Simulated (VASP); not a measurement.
Output of a VASP run:

### OUTCAR
```
 ion  position               nearest neighbor table
   1  0.000  0.000  0.000-
  LATTYP: Found a body centered cubic cell.
 ALAT       =     3.3533480596
 Subroutine PRICEL returns:
 Original cell was already a primitive cell.
 Subroutine GETGRP returns: Found 48 space group operations
The static configuration has the point symmetry O_h .
The dynamic configuration has the point symmetry O_h .
 Subroutine INISYM returns: Found 48 space group operations
 Subroutine IBZKPT returns following result:
 Found    120 irreducible k-points:

 Following reciprocal coordinates:
            Coordinates               Weight
  0.000000  0.000000  0.000000      1.000000
  0.066667  0.000000  0.000000     12.000000
  0.133333  0.000000  0.000000     12.000000
  0.200000  0.000000  0.000000     12.000000
  0.266667  0.000000  0.000000     12.000000
  0.333333  0.000000  0.000000     12.000000
  0.400000  0.000000  0.000000     12.000000
  0.466667  0.000000  0.000000     12.000000
  0.066667  0.066667  0.000000     24.000000
  0.133333  0.066667  0.000000     48.000000
  0.200000  0.066667  0.000000     48.000000
  0.266667  0.066667  0.000000     48.000000
  0.333333  0.066667  0.000000     48.000000
  0.400000  0.066667  0.000000     48.000000
  0.466667  0.066667  0.000000     24.000000
  0.133333  0.133333  0.000000     24.000000
  0.200000  0.133333  0.000000     48.000000
  0.266667  0.133333  0.000000     48.000000
  0.333333  0.133333  0.000000     48.000000
  0.400000  0.133333  0.000000     48.000000
  0.200000  0.200000  0.000000     24.000000
  0.266667  0.200000  0.000000     48.000000
  0.333333  0.200000  0.000000     48.000000
  0.400000  0.200000  0.000000     24.000000
  0.266667  0.266667  0.000000     24.000000
  0.333333  0.266667  0.000000     48.000000
  0.333333  0.333333  0.000000      8.000000
  0.066667  0.066667  0.066667      8.000000
  0.133333  0.066667  0.066667     24.000000
  0.200000  0.066667  0.066667     24.000000
  0.266667  0.066667  0.066667     24.000000
  0.333333  0.066667  0.066667     24.000000
  0.400000  0.066667  0.066667     24.000000
 -0.066667  0.066667  0.066667      6.000000
  0.133333  0.133333  0.066667     24.000000
  0.200000  0.133333  0.066667     48.000000
  0.266667  0.133333  0.066667     48.000000
  0.333333  0.133333  0.066667     48.000000
  0.400000  0.133333  0.066667     24.000000
 -0.133333  0.133333  0.066667     24.000000
   k-points           NKPTS =    120   k-points in BZ     NKDIM =    120   number of bands    NBANDS=      5
   number of dos      NEDOS =    301   number of ions     NIONS =      1
   total plane-waves  NPLWV =  13824
   dimension x,y,z NGX =    24 NGY =   24 NGZ =   24
   dimension x,y,z NGXF=    48 NGYF=   48 NGZF=   48
   ions per type =               1
   PREC   = accura    normal or accurate (medium, high low for compatibility)
   ISTART =      0    job   : 0-new  1-cont  2-samecut
   ICHARG =      2    charge: 1-file 2-atom 10-const
   ISPIN  =      1    spin polarized calculation?
   LNONCOLLINEAR =      F non collinear calculations
   LSORBIT =      F    spin-orbit coupling
   INIWAV =      1    electr: 0-lowe 1-rand  2-diag
   ENCUT  =  620.0 eV  45.57 Ry    6.75 a.u.   5.90  5.90  5.90*2*pi/ulx,y,z
   NELM   =    100;   NELMIN=  2; NELMDL= -5     # of ELM steps
   EDIFF  = 0.1E-05   stopping-criterion for ELM
   LREAL  =      F    real-space projection
   NLSPLINE    = F    spline interpolate recip. space projectors
   LMAXMIX     =    2 max onsite mixed and CHGCAR
   VOSKOWN=      0    Vosko Wilk Nusair interpolation
   EDIFFG = -.2E-01   stopping-criterion for IOM
   NSW    =     40    number of steps for IOM
   NBLOCK =      1;   KBLOCK =     40    inner block; outer block
   IBRION =      2    ionic relax: 0-MD 1-quasi-New 2-CG
   NFREE  =      1    steps in history (QN), initial steepest desc. (CG)
...
```

**OSZICAR**
```
       N       E                     dE             d eps       ncg     rms          rms(c)
DAV:   1     0.638586434044E+00    0.63859E+00   -0.75796E+02  1205   0.452E+02
DAV:   2    -0.190539914193E+01   -0.25440E+01   -0.24214E+01  1710   0.612E+01
DAV:   3    -0.204009384141E+01   -0.13469E+00   -0.13466E+00  1480   0.106E+01
DAV:   4    -0.204408651280E+01   -0.39927E-02   -0.39897E-02  1605   0.163E+00
DAV:   5    -0.204411834414E+01   -0.31831E-04   -0.31831E-04  1515   0.140E-01    0.193E-01
DAV:   6    -0.204332349024E+01    0.79485E-03   -0.43233E-04  2060   0.132E-01    0.111E-01
DAV:   7    -0.204297500106E+01    0.34849E-03   -0.10375E-03  2165   0.202E-01    0.329E-02
DAV:   8    -0.204297680061E+01   -0.17995E-05   -0.17219E-05  1340   0.584E-02    0.261E-03
DAV:   9    -0.204297703308E+01   -0.23247E-06   -0.13706E-06  1115   0.154E-02
   1 F= -.14545870E+01 E0= -.14545612E+01  d E =-.145459E+01
       N       E                     dE             d eps       ncg     rms          rms(c)
DAV:   1    -0.203947466811E+01    0.35021E-02   -0.55875E-01  1385   0.957E+00    0.141E+00
DAV:   2    -0.204730324153E+01   -0.78286E-02   -0.19033E-01  1270   0.416E+00    0.114E+00
DAV:   3    -0.205159774854E+01   -0.42945E-02   -0.77032E-02  2260   0.200E+00    0.139E+00
DAV:   4    -0.203668102528E+01    0.14917E-01   -0.22462E-02  2225   0.124E+00    0.306E-02
DAV:   5    -0.203677081326E+01   -0.89788E-04   -0.69450E-04  1230   0.320E-01    0.214E-02
DAV:   6    -0.203677462472E+01   -0.38115E-05   -0.26653E-05  1620   0.449E-02    0.194E-03
DAV:   7    -0.203677437187E+01    0.25286E-06   -0.11626E-06   885   0.123E-02
   2 F= -.14977219E+01 E0= -.14977004E+01  d E =-.431349E-01
       N       E                     dE             d eps       ncg     rms          rms(c)
DAV:   1    -0.201764090829E+01    0.19134E-01   -0.87192E-01  1400   0.117E+01    0.173E+00
DAV:   2    -0.202373176276E+01   -0.60909E-02   -0.22914E-01  1250   0.478E+00    0.132E+00
DAV:   3    -0.202015149920E+01    0.35803E-02   -0.78261E-02  2275   0.202E+00    0.115E+00
DAV:   4    -0.200968214613E+01    0.10469E-01   -0.15692E-02  2235   0.107E+00    0.329E-02
DAV:   5    -0.200974879117E+01   -0.66645E-04   -0.50839E-04  1235   0.294E-01    0.227E-02
DAV:   6    -0.200975419796E+01   -0.54068E-05   -0.31441E-05  1560   0.498E-02    0.252E-03
DAV:   7    -0.200975385937E+01    0.33859E-06   -0.13157E-06   945   0.133E-02
   3 F= -.15235706E+01 E0= -.15235665E+01  d E =-.689836E-01
       N       E                     dE             d eps       ncg     rms          rms(c)
DAV:   1    -0.199671457381E+01    0.13040E-01   -0.16482E-01  1650   0.440E+00    0.786E-01
DAV:   2    -0.199397874240E+01    0.27358E-02   -0.95973E-03  1505   0.112E+00    0.474E-01
DAV:   3    -0.199228051924E+01    0.16982E-02   -0.50123E-03  2115   0.498E-01    0.765E-02
DAV:   4    -0.199224340647E+01    0.37113E-04   -0.11887E-04  1570   0.139E-01    0.138E-02
DAV:   5    -0.199225074720E+01   -0.73407E-05   -0.33811E-05  1600   0.582E-02    0.303E-03
DAV:   6    -0.199225059761E+01    0.14960E-06   -0.68598E-07   760   0.116E-02
   4 F= -.15256470E+01 E0= -.15256575E+01  d E =-.710601E-01
```

OUTCAR:
```
------------------------ aborting loop because EDIFF is reached ----------------------------------------
  FORCE on cell =-STRESS in cart. coord.  units (eV):
  Direction    XX          YY          ZZ          XY          YZ          ZX
  --------------------------------------------------------------------------------------
  Total        0.4765241      0.4765241      0.4765241     -0.0000000      0.0000000      0.0000000
  in kB       51.0630568     51.0630568     51.0630568     -0.0000000      0.0000000      0.0000000
  external PRESSURE =       1.0630568 kB  Pullay stress =      50.0000000 kB
  volume of cell :       14.95
      direct lattice vectors                 reciprocal lattice vectors
    -1.551944583  1.551944583  1.551944583     0.000000000  0.322176452  0.322176452
     1.551944583 -1.551944583  1.551944583     0.322176452  0.000000000  0.322176452
     1.551944583  1.551944583 -1.551944583     0.322176452  0.322176452  0.000000000
 POSITION                                       TOTAL-FORCE (eV/Angst)
 -----------------------------------------------------------------------------------
      0.00000      0.00000      0.00000         0.000000     -0.000000      0.000000
 -----------------------------------------------------------------------------------
    total drift:                               -0.000000     -0.000000      0.000000
  FREE ENERGIE OF THE ION-ELECTRON SYSTEM (eV)
  ---------------------------------------------------
  free  energy   TOTEN  =        -1.9922505976 eV

  energy  without entropy=       -1.9922820715  energy(sigma->0) =       -1.99226109
  enthalpy is  TOTEN    =        -1.5256470446 eV   P V=        0.4666035530

 reached required accuracy - stopping structural energy minimisation
```
(Selected blocks of OUTCAR.)

POSCAR:
```
Li
1
   -1.6766740298     1.6766740298     1.6766740298
    1.6766740298    -1.6766740298     1.6766740298
    1.6766740298     1.6766740298    -1.6766740298
Li
1
Direct
  0.0000000000   0.0000000000   0.0000000000
```

Write an INCAR and KPOINTS that could have produced this output.

Several could match; the one computed here: the input of the run itself, LDA (Ceperley-Alder, Perdew-Zunger), plane waves, VASP's LDA PAW potentials (set 64).

File KPOINTS:
```
Automatic mesh
0
Gamma
15 15 15
0 0 0
```

INCAR:
```
LWAVE=.False.
PSTRESS=50   # kbar
LCHARG=.False.
SIGMA=0.1   # width (eV)
IBRION=2   # conjugate gradients
NSW=40
LREAL=.False.
ISIF=3
LASPH=.True.
NELM=100
ENCUT=620
EDIFF=1E-6   # SCF stop (eV)
EDIFFG=-0.02   # ionic stop
PREC=Accurate
ALGO=Normal   # blocked Davidson
ISMEAR=1   # Methfessel-Paxton
SYSTEM=Li
```

POTCAR, in this order: Li_sv (LDA.64 set). Program: vasp_std.

Energy and stress use the plane-wave basis of the starting cell.

The compound is Li in the bcc structure. This run relaxes it under an external pressure of 5 GPa. Symmetry was kept, so distortions that lower it aren't found.
